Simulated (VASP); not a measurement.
**Al15CrN16 (a cell with a defect): single point with PBEsol+U**

The system is Al15CrN16 (a cell with a defect).

```
Cr Al N
1.0
     6.22000    0.00000    0.00000
    -3.11000    5.38668    0.00000
     0.00000    0.00000    9.96000
Cr Al N
1 15 16
Direct
  0.33333 0.16667 0.00000
  0.33333 0.16667 0.50000
  0.33333 0.66667 0.00000
  0.33333 0.66667 0.50000
  0.83333 0.16667 0.00000
  0.83333 0.16667 0.50000
  0.83333 0.66667 0.00000
  0.83333 0.66667 0.50000
  0.16667 0.33333 0.25000
  0.16667 0.33333 0.75000
  0.16667 0.83333 0.25000
  0.16667 0.83333 0.75000
  0.66667 0.33333 0.25000
  0.66667 0.33333 0.75000
  0.66667 0.83333 0.25000
  0.66667 0.83333 0.75000
  0.33333 0.16667 0.19100
  0.33333 0.16667 0.69100
  0.33333 0.66667 0.19100
  0.33333 0.66667 0.69100
  0.83333 0.16667 0.19100
  0.83333 0.16667 0.69100
  0.83333 0.66667 0.19100
  0.83333 0.66667 0.69100
  0.16667 0.33333 0.44100
  0.16667 0.33333 0.94100
  0.16667 0.83333 0.44100
  0.16667 0.83333 0.94100
  0.66667 0.33333 0.44100
  0.66667 0.33333 0.94100
  0.66667 0.83333 0.44100
  0.66667 0.83333 0.94100
```

```
Program             : VASP 6.6.1
Task                : single point
Functional          : PBEsol
Potentials or basis : VASP PAW PBE potentials, release 64 (Cr_pv, Al, N)
Cutoff              : 450 eV
k mesh              : 3 × 3 × 2
Occupations         : gaussian, width 0.03 eV
Spin                : collinear spin, ferromagnetic start
Fixed moment        : 4 μB
Hubbard terms       : Cr d U = 3 eV
```

```yaml
Largest_force: 3.232 eV/Å
Net_moment: 4.00 μB per cell
Site_moments: Cr +3.23; Al +0.00, +0.01; N -0.02, +0.00 μB
Valence_electrons_inside_the_program's_atomic_spheres: Cr 11.20; Al 0.82; N 3.83, 3.85, 3.84
```

Forces in eV/Å, atoms in the order of the input:
```
Cr   0.000  0.000  0.703
Al   0.000  0.000 -0.086
Al  -0.355 -0.205 -0.468
Al  -0.013 -0.008  0.100
Al   0.000  0.410 -0.468
Al   0.000  0.015  0.100
Al   0.355 -0.205 -0.468
Al   0.013 -0.008  0.100
Al   0.363 -0.210 -0.630
Al  -0.193  0.112  1.028
Al   0.000  0.419 -0.630
Al   0.000 -0.223  1.028
Al  -0.363 -0.210 -0.630
Al   0.193  0.112  1.028
Al   0.000  0.000 -0.395
Al   0.000  0.000  0.550
N    0.000  0.000  2.963
N    0.000  0.000 -0.507
N   -0.016 -0.009  0.508
N    0.118  0.068 -0.590
N    0.000  0.018  0.508
N    0.000 -0.137 -0.590
N    0.016 -0.009  0.508
N   -0.118  0.068 -0.590
N   -0.082  0.047  0.213
N   -2.609  1.506 -1.171
N    0.000 -0.094  0.213
N    0.000 -3.012 -1.171
N    0.082  0.047  0.213
N    2.609  1.506 -1.171
N    0.000  0.000  0.037
N    0.000  0.000 -0.232
```

Eigenvalues of the final occupation matrices:
```
    site  spin  trace               eigenvalues
site 1 d     1   3.78  0.30 0.82 0.82 0.92 0.92
site 1 d     2   0.63  0.05 0.05 0.17 0.17 0.19
```

Run time: 11 min on 1 thread of Intel(R) Xeon(R) Platinum 8259CL CPU @ 2.50GHz (Skylake/Cascade Lake), on a shared host, peak memory 0.6 GiB.

Caveat: the k mesh is coarse (spacing up to 0.39 Å⁻¹), so the values aren't converged; the cell is charged against a uniform background, so pressure and absolute levels hang on convention; the PAW data sets were made with another functional, which shifts forces and pressure a little; the total moment is fixed, so each spin has its own Fermi level; only a ferromagnetic start was run, and an antiferromagnetic order may lie lower in energy. The state reached can hang on the start; a lower one may exist.
